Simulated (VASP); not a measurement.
Output of a VASP run:

**OSZICAR**
```
       N       E                     dE             d eps       ncg     rms          rms(c)
DAV:   1     0.397460905045E+03    0.39746E+03   -0.20712E+04  1464   0.254E+03
DAV:   2     0.278964005711E+02   -0.36956E+03   -0.36323E+03  1560   0.577E+02
DAV:   3    -0.243475448991E+02   -0.52244E+02   -0.51681E+02  1704   0.192E+02
DAV:   4    -0.263033065452E+02   -0.19558E+01   -0.19544E+01  1648   0.413E+01
DAV:   5    -0.263589436469E+02   -0.55637E-01   -0.55629E-01  1848   0.700E+00    0.117E+01
DAV:   6    -0.372107685913E+02   -0.10852E+02   -0.17231E+02  2376   0.126E+02    0.267E+01
DAV:   7    -0.222390992648E+02    0.14972E+02   -0.10817E+02  2056   0.494E+01    0.291E+00
DAV:   8    -0.226951902416E+02   -0.45609E+00   -0.58374E+00  1472   0.147E+01    0.130E+00
DAV:   9    -0.226652617373E+02    0.29929E-01   -0.31794E-01  2216   0.427E+00    0.516E-01
DAV:  10    -0.226681718964E+02   -0.29102E-02   -0.43085E-02  2032   0.179E+00    0.300E-01
DAV:  11    -0.226663037931E+02    0.18681E-02   -0.10082E-02  2144   0.116E+00    0.771E-02
DAV:  12    -0.226663179582E+02   -0.14165E-04   -0.20376E-03  1672   0.289E-01    0.451E-02
DAV:  13    -0.226663024239E+02    0.15534E-04   -0.81124E-05  2048   0.841E-02    0.223E-02
DAV:  14    -0.226662986728E+02    0.37511E-05   -0.30525E-05  2184   0.385E-02    0.447E-03
DAV:  15    -0.226662984784E+02    0.19436E-06   -0.11384E-06  1040   0.136E-02
   1 F= -.22666298E+02 E0= -.22666107E+02  d E =-.382150E-03
```

### OUTCAR
```
------------------------ aborting loop because EDIFF is reached ----------------------------------------
  FORCE on cell =-STRESS in cart. coord.  units (eV):
  Direction    XX          YY          ZZ          XY          YZ          ZX
  --------------------------------------------------------------------------------------
  Total        2.1923178      2.1923178      1.6704414      0.0000000     -0.0000000      0.0000000
  in kB       50.2575762     50.2575762     38.2938712      0.0000000     -0.0000000      0.0000000
  external PRESSURE =      46.2696745 kB  Pullay stress =       0.0000000 kB
  volume of cell :       69.89
      direct lattice vectors                 reciprocal lattice vectors
     3.800000000  0.000000000  0.000000000     0.263157895  0.000000000  0.000000000
     0.000000000  3.800000000  0.000000000     0.000000000  0.263157895  0.000000000
     0.000000000  0.000000000  4.840000000     0.000000000  0.000000000  0.206611570
 POSITION                                       TOTAL-FORCE (eV/Angst)
 -----------------------------------------------------------------------------------
      1.90000      0.00000      3.68808         0.000000     -0.000000     -0.485066
      0.00000      1.90000      1.15192        -0.000000      0.000000      0.485066
      1.90000      1.90000      0.00000        -0.000000     -0.000000      0.000000
      0.00000      0.00000      0.00000        -0.000000      0.000000      0.000000
 -----------------------------------------------------------------------------------
    total drift:                                0.000000      0.000000      0.000000
  FREE ENERGIE OF THE ION-ELECTRON SYSTEM (eV)
  ---------------------------------------------------
  free  energy   TOTEN  =       -22.6662984784 eV

  energy  without entropy=      -22.6659163289  energy(sigma->0) =      -22.66610740
```
(Selected blocks of OUTCAR.)

File POSCAR:
```
SnO
1
    3.8000000000     0.0000000000     0.0000000000
    0.0000000000     3.8000000000     0.0000000000
    0.0000000000     0.0000000000     4.8400000000
Sn O
2 2
Direct
  0.5000000000   0.0000000000   0.7620000000
  0.0000000000   0.5000000000   0.2380000000
  0.5000000000   0.5000000000   0.0000000000
  0.0000000000   0.0000000000   0.0000000000
```

Question: Reconstruct the remaining input files.

Answer: One answer among several that fit: the input of the run itself, PBE GGA, plane waves, VASP's PBE PAW potentials (set 64).

KPOINTS:
```
Automatic mesh
0
Gamma
6 6 5
0 0 0
```

**INCAR**
```
! general
SYSTEM   =  SnO
PREC     =  Accurate
ENCUT    =  520
LREAL    =  F
LASPH    =  T

! electronic loop
EDIFF    =  1E-6
NELM     =  100
ALGO     =  Normal
IMIX     =  4
AMIX     =  1.0
BMIX     =  1.0
LMAXMIX  =  4

! smearing
ISMEAR   =  0   ! Gaussian
SIGMA    =  0.05

! functional
GGA      =  PE   ! PBE

! ions
ISIF     =  2   ! forces and stress, cell fixed

! output
LWAVE    =  F
LCHARG   =  F
```

POTCAR, in this order: Sn_d O (PBE.64 set). Program: vasp_std.

The compound is SnO in the litharge structure. The cell was not relaxed at this level. The run is one of a series of settings (AMIX = 1.0, BMIX = 1.0, IMIX = 4 against the base run), some of them coarse on purpose.
